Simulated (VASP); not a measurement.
Level of theory: PBEsol GGA, VASP's PBE PAW potentials (set 64) (plane waves; VASP 6.6.1).

Input for VASP

KPOINTS:
```
K-points
0
gamma
  11 11 11
0 0 0
```

### INCAR
```
EDIFFG = -0.02
NELM = 100
GGA = PS
ENCUT = 400   # plane-wave cut-off (eV)
ALGO = Normal   # blocked Davidson
LASPH = .True.
EDIFF = 1E-6   # SCF stop (eV)
LREAL = .False.
ISMEAR = 1   # Methfessel-Paxton
NSW = 60   # most ionic steps
LCHARG = .False.
SYSTEM = ReS2
IBRION = 2   # conjugate gradients
PREC = Accurate
SIGMA = 0.1
LWAVE = .False.
ISIF = 3
LMAXMIX = 6   # l cut-off of mixed one-centre charges
```

POSCAR:
```
ReS2
1.0
  1.5080750304   0.8706875993   6.4834228636
 -1.5080750304   0.8706875993   6.4834228636
  0.0000000000  -1.7413751985   6.4834228636
Re S
1 2
Cartesian
  0.0000000000   0.0000000000   0.0000000000
  0.0000000000   0.0000000000   4.8227025327
  0.0000000000   0.0000000001  14.6275660581
```

POTCAR, in this order: Re S (PBE.64 set). Program: vasp_std.

Output

**OUTCAR**
```
 ion  position               nearest neighbor table
   1  0.000  0.000  0.000-   3 2.41   3 2.41   2 2.41   2 2.41   3 2.41   2 2.41
   2  0.248  0.248  0.248-   1 2.41   1 2.41   1 2.41
   3  0.752  0.752  0.752-   1 2.41   1 2.41   1 2.41
  LATTYP: Found a trigonal (rhomboedric) cell.
 ALAT       =     6.7132078190
 COS(alpha) =     0.8990710478
 Subroutine PRICEL returns:
 Original cell was already a primitive cell.
 Subroutine GETGRP returns: Found 12 space group operations
The static configuration has the point symmetry D_3d.
The dynamic configuration has the point symmetry D_3d.
 Subroutine INISYM returns: Found 12 space group operations
 Subroutine IBZKPT returns following result:
 Found    146 irreducible k-points:

 Following reciprocal coordinates:
            Coordinates               Weight
  0.000000  0.000000  0.000000      1.000000
  0.090909  0.000000 -0.000000      6.000000
  0.181818  0.000000  0.000000      6.000000
  0.272727 -0.000000  0.000000      6.000000
  0.363636  0.000000  0.000000      6.000000
  0.454545  0.000000  0.000000      6.000000
  0.090909  0.090909 -0.000000      6.000000
  0.181818  0.090909  0.000000     12.000000
  0.272727  0.090909  0.000000     12.000000
  0.363636  0.090909 -0.000000     12.000000
  0.454545  0.090909  0.000000     12.000000
 -0.454545  0.090909 -0.000000     12.000000
 -0.363636  0.090909  0.000000     12.000000
 -0.272727  0.090909 -0.000000     12.000000
 -0.181818  0.090909 -0.000000     12.000000
 -0.090909  0.090909  0.000000      6.000000
  0.181818  0.181818  0.000000      6.000000
  0.272727  0.181818  0.000000     12.000000
  0.363636  0.181818  0.000000     12.000000
  0.454545  0.181818  0.000000     12.000000
 -0.454545  0.181818 -0.000000     12.000000
 -0.363636  0.181818  0.000000     12.000000
 -0.272727  0.181818 -0.000000     12.000000
 -0.181818  0.181818  0.000000      6.000000
  0.272727  0.272727  0.000000      6.000000
  0.363636  0.272727 -0.000000     12.000000
  0.454545  0.272727  0.000000     12.000000
 -0.454545  0.272727 -0.000000     12.000000
 -0.363636  0.272727  0.000000     12.000000
 -0.272727  0.272727  0.000000      6.000000
  0.363636  0.363636  0.000000      6.000000
  0.454545  0.363636 -0.000000     12.000000
 -0.454545  0.363636 -0.000000     12.000000
 -0.363636  0.363636  0.000000      6.000000
  0.454545  0.454545  0.000000      6.000000
 -0.454545  0.454545  0.000000      6.000000
  0.090909  0.090909  0.090909      2.000000
  0.181818  0.090909  0.090909      6.000000
  0.272727  0.090909  0.090909      6.000000
  0.363636  0.090909  0.090909      6.000000
   k-points           NKPTS =    146   k-points in BZ     NKDIM =    146   number of bands    NBANDS=     13
   number of dos      NEDOS =    301   number of ions     NIONS =      3
   total plane-waves  NPLWV = 110592
   dimension x,y,z NGX =    48 NGY =   48 NGZ =   48
   dimension x,y,z NGXF=    96 NGYF=   96 NGZF=   96
   ions per type =               1   2
   PREC   = accura    normal or accurate (medium, high low for compatibility)
   ISTART =      0    job   : 0-new  1-cont  2-samecut
   ICHARG =      2    charge: 1-file 2-atom 10-const
   ISPIN  =      1    spin polarized calculation?
   LNONCOLLINEAR =      F non collinear calculations
   LSORBIT =      F    spin-orbit coupling
   INIWAV =      1    electr: 0-lowe 1-rand  2-diag
   ENCUT  =  400.0 eV  29.40 Ry    5.42 a.u.  10.95 10.95 10.95*2*pi/ulx,y,z
   NELM   =    100;   NELMIN=  2; NELMDL= -5     # of ELM steps
   EDIFF  = 0.1E-05   stopping-criterion for ELM
   LREAL  =      F    real-space projection
...
```

OSZICAR:
```
...
DAV:   4    -0.229781493833E+02    0.57405E-04   -0.29675E-04  6359   0.174E-01    0.318E-02
DAV:   5    -0.229781488698E+02    0.51350E-06   -0.14778E-05  4595   0.813E-02    0.179E-02
DAV:   6    -0.229781489269E+02   -0.57084E-07   -0.33382E-06  3498   0.146E-02
   9 F= -.22978149E+02 E0= -.22978055E+02  d E =-.301495E-03
       N       E                     dE             d eps       ncg     rms          rms(c)
DAV:   1    -0.229800352902E+02   -0.18864E-02   -0.32828E-01  5925   0.100E+01    0.375E-01
DAV:   2    -0.229790993788E+02    0.93591E-03   -0.28305E-02  6341   0.351E+00    0.505E-01
DAV:   3    -0.229782742890E+02    0.82509E-03   -0.22657E-03  6644   0.131E+00    0.168E-01
DAV:   4    -0.229780538264E+02    0.22046E-03   -0.11539E-03  6364   0.341E-01    0.629E-02
DAV:   5    -0.229780518485E+02    0.19779E-05   -0.65950E-05  6316   0.163E-01    0.361E-02
DAV:   6    -0.229780504300E+02    0.14184E-05   -0.84995E-06  5603   0.251E-02    0.171E-02
DAV:   7    -0.229780512195E+02   -0.78947E-06   -0.32345E-06  3651   0.178E-02
  10 F= -.22978051E+02 E0= -.22977991E+02  d E =-.203787E-03
       N       E                     dE             d eps       ncg     rms          rms(c)
DAV:   1    -0.229792024463E+02   -0.11520E-02   -0.17060E-01  5953   0.714E+00    0.280E-01
DAV:   2    -0.229787121611E+02    0.49029E-03   -0.14354E-02  6346   0.250E+00    0.361E-01
DAV:   3    -0.229783028459E+02    0.40932E-03   -0.11378E-03  6617   0.922E-01    0.121E-01
DAV:   4    -0.229781858944E+02    0.11695E-03   -0.63261E-04  6306   0.240E-01    0.462E-02
DAV:   5    -0.229781839630E+02    0.19314E-05   -0.31960E-05  5557   0.110E-01    0.250E-02
DAV:   6    -0.229781826128E+02    0.13502E-05   -0.48627E-06  3800   0.184E-02    0.120E-02
DAV:   7    -0.229781823318E+02    0.28099E-06   -0.18884E-06  2412   0.255E-02
  11 F= -.22978182E+02 E0= -.22978098E+02  d E =-.334900E-03
       N       E                     dE             d eps       ncg     rms          rms(c)
DAV:   1    -0.229782201742E+02   -0.37561E-04   -0.67503E-04  5173   0.637E-01    0.315E-02
DAV:   2    -0.229782164949E+02    0.36794E-05   -0.56275E-05  6359   0.171E-01    0.150E-02
DAV:   3    -0.229782143599E+02    0.21350E-05   -0.45120E-06  3019   0.622E-02    0.648E-03
DAV:   4    -0.229782137126E+02    0.64727E-06   -0.33136E-06  3273   0.268E-02
  12 F= -.22978214E+02 E0= -.22978131E+02  d E =-.313808E-04
       N       E                     dE             d eps       ncg     rms          rms(c)
DAV:   1    -0.229783627624E+02   -0.14840E-03   -0.62109E-03  5238   0.193E+00    0.838E-02
DAV:   2    -0.229783281210E+02    0.34641E-04   -0.54073E-04  6368   0.534E-01    0.549E-02
DAV:   3    -0.229783101359E+02    0.17985E-04   -0.57014E-05  6824   0.188E-01    0.128E-02
DAV:   4    -0.229783041780E+02    0.59579E-05   -0.44162E-05  5997   0.728E-02    0.121E-02
DAV:   5    -0.229783043222E+02   -0.14421E-06   -0.18747E-06  2730   0.132E-02
  13 F= -.22978304E+02 E0= -.22978226E+02  d E =-.121990E-03
       N       E                     dE             d eps       ncg     rms          rms(c)
DAV:   1    -0.229787034273E+02   -0.39925E-03   -0.25269E-02  5238   0.389E+00    0.167E-01
DAV:   2    -0.229785638340E+02    0.13959E-03   -0.22096E-03  6343   0.108E+00    0.113E-01
DAV:   3    -0.229784913368E+02    0.72497E-04   -0.22869E-04  6819   0.377E-01    0.266E-02
DAV:   4    -0.229784670932E+02    0.24244E-04   -0.18089E-04  6034   0.144E-01    0.247E-02
DAV:   5    -0.229784672572E+02   -0.16407E-06   -0.94447E-06  5505   0.265E-02
  14 F= -.22978467E+02 E0= -.22978397E+02  d E =-.284925E-03
       N       E                     dE             d eps       ncg     rms          rms(c)
DAV:   1    -0.229796745487E+02   -0.12075E-02   -0.10141E-01  5236   0.783E+00    0.338E-01
DAV:   2    -0.229791067519E+02    0.56780E-03   -0.88248E-03  6346   0.215E+00    0.227E-01
DAV:   3    -0.229788159307E+02    0.29082E-03   -0.91757E-04  6861   0.758E-01    0.546E-02
DAV:   4    -0.229787189197E+02    0.97011E-04   -0.71822E-04  6013   0.292E-01    0.499E-02
DAV:   5    -0.229787186267E+02    0.29300E-06   -0.38426E-05  5928   0.554E-02    0.251E-02
DAV:   6    -0.229787185035E+02    0.12316E-06   -0.36137E-06  3913   0.327E-02
  15 F= -.22978719E+02 E0= -.22978665E+02  d E =-.536172E-03
       N       E                     dE             d eps       ncg     rms          rms(c)
DAV:   1    -0.229828179738E+02   -0.40993E-02   -0.40956E-01  5252   0.160E+01    0.688E-01
DAV:   2    -0.229804710867E+02    0.23469E-02   -0.35741E-02  6351   0.432E+00    0.458E-01
DAV:   3    -0.229792908953E+02    0.11802E-02   -0.37470E-03  6781   0.154E+00    0.112E-01
DAV:   4    -0.229789097337E+02    0.38116E-03   -0.28394E-03  6013   0.574E-01    0.957E-02
DAV:   5    -0.229789067803E+02    0.29534E-05   -0.15273E-04  5825   0.107E-01    0.482E-02
DAV:   6    -0.229789055652E+02    0.12151E-05   -0.16851E-05  5120   0.638E-02    0.285E-02
DAV:   7    -0.229789103105E+02   -0.47452E-05   -0.18317E-05  6222   0.414E-02    0.995E-03
DAV:   8    -0.229789084790E+02    0.18314E-05   -0.13869E-05  5823   0.255E-02    0.712E-03
DAV:   9    -0.229789083878E+02    0.91208E-07   -0.73072E-07  1964   0.126E-02
  16 F= -.22978908E+02 E0= -.22978893E+02  d E =-.726056E-03
       N       E                     dE             d eps       ncg     rms          rms(c)
DAV:   1    -0.229790433004E+02   -0.13482E-03   -0.14393E-02  5237   0.293E+00    0.133E-01
DAV:   2    -0.229789628809E+02    0.80420E-04   -0.12633E-03  6351   0.819E-01    0.846E-02
DAV:   3    -0.229789212844E+02    0.41596E-04   -0.13528E-04  6779   0.292E-01    0.213E-02
DAV:   4    -0.229789071326E+02    0.14152E-04   -0.10475E-04  6010   0.116E-01    0.184E-02
DAV:   5    -0.229789064615E+02    0.67106E-06   -0.52591E-06  4251   0.211E-02
  17 F= -.22978906E+02 E0= -.22978883E+02  d E =-.724130E-03
       N       E                     dE             d eps       ncg     rms          rms(c)
DAV:   1    -0.229789535151E+02   -0.46383E-04   -0.47187E-03  5227   0.170E+00    0.783E-02
DAV:   2    -0.229789273276E+02    0.26188E-04   -0.41130E-04  6341   0.470E-01    0.475E-02
DAV:   3    -0.229789132072E+02    0.14120E-04   -0.45672E-05  6816   0.171E-01    0.127E-02
DAV:   4    -0.229789088093E+02    0.43979E-05   -0.32952E-05  6019   0.646E-02    0.961E-03
DAV:   5    -0.229789088871E+02   -0.77828E-07   -0.13022E-06  2164   0.120E-02
  18 F= -.22978909E+02 E0= -.22978890E+02  d E =-.726555E-03
       N       E                     dE             d eps       ncg     rms          rms(c)
DAV:   1    -0.229790634344E+02   -0.15463E-03   -0.23817E-02  5303   0.295E+00    0.102E-01
DAV:   2    -0.229790495009E+02    0.13934E-04   -0.19028E-03  6338   0.867E-01    0.111E-01
DAV:   3    -0.229790121455E+02    0.37355E-04   -0.12339E-04  6700   0.252E-01    0.360E-02
DAV:   4    -0.229789962901E+02    0.15855E-04   -0.10005E-04  6025   0.833E-02    0.240E-02
DAV:   5    -0.229789968447E+02   -0.55461E-06   -0.51217E-06  3888   0.200E-02
  19 F= -.22978997E+02 E0= -.22978987E+02  d E =-.879576E-04
       N       E                     dE             d eps       ncg     rms          rms(c)
DAV:   1    -0.229794275138E+02   -0.43122E-03   -0.11528E-01  5372   0.651E+00    0.226E-01
DAV:   2    -0.229793463326E+02    0.81181E-04   -0.90854E-03  6348   0.189E+00    0.245E-01
DAV:   3    -0.229791648568E+02    0.18148E-03   -0.59770E-04  6689   0.559E-01    0.786E-02
DAV:   4    -0.229790906810E+02    0.74176E-04   -0.46983E-04  6025   0.183E-01    0.533E-02
DAV:   5    -0.229790924482E+02   -0.17672E-05   -0.24419E-05  4943   0.439E-02    0.332E-02
DAV:   6    -0.229790917705E+02    0.67771E-06   -0.17981E-06  2455   0.268E-02
  20 F= -.22979092E+02 E0= -.22979102E+02  d E =-.182883E-03
```

### OUTCAR
```
------------------------ aborting loop because EDIFF is reached ----------------------------------------
  FORCE on cell =-STRESS in cart. coord.  units (eV):
  Direction    XX          YY          ZZ          XY          YZ          ZX
  --------------------------------------------------------------------------------------
  Total       -0.0499256     -0.0499256      0.0355762      0.0000000      0.0000000      0.0000000
  in kB       -1.5786558     -1.5786561      1.1249258      0.0000000      0.0000000      0.0000000
  external PRESSURE =      -0.6774620 kB  Pullay stress =       0.0000000 kB
  volume of cell :       50.67
      direct lattice vectors                 reciprocal lattice vectors
     1.522399884  0.878958060  6.311003706     0.328428822  0.189618452  0.052817800
    -1.522399884  0.878958060  6.311003706    -0.328428822  0.189618452  0.052817800
    -0.000000000 -1.757916119  6.311003706     0.000000000 -0.379236904  0.052817800
 POSITION                                       TOTAL-FORCE (eV/Angst)
 -----------------------------------------------------------------------------------
     -0.00000     -1.75792      6.31100         0.000000     -0.000000      0.000000
     -0.00000      0.00000      4.66805         0.000000     -0.000000     -0.008062
     -0.00000      0.00000     14.26496        -0.000000      0.000000      0.008062
 -----------------------------------------------------------------------------------
    total drift:                                0.000000      0.000000     -0.000000
  FREE ENERGIE OF THE ION-ELECTRON SYSTEM (eV)
  ---------------------------------------------------
  free  energy   TOTEN  =       -22.9790917705 eV

  energy  without entropy=      -22.9791231487  energy(sigma->0) =      -22.97910223

 reached required accuracy - stopping structural energy minimisation
```
(Selected blocks of OUTCAR.)

File CONTCAR:
```
ReS2
   1.00000000000000
     1.5223998841154782    0.8789580595672122    6.3110037056938380
    -1.5223998841154782    0.8789580595672122    6.3110037056938380
    -0.0000000000000000   -1.7579161190361463    6.3110037056941986
  Re              S
     1     2
Direct
     0.0000000000000000    0.0000000000000000    1.0000000000000000
     0.2465563787347247    0.2465563787347247    0.2465563787347248
     0.7534436212652748    0.7534436212652748    0.7534436212652749
```

The structure was generated: ReS2 was put into the CdCl2 type (R-3m), which need not be its known phase. This run relaxes it. Symmetry was kept, so distortions that lower it aren't found. The start is the result of an earlier pass. The electron count is odd and the run is not spin-polarised, which forces a metal.
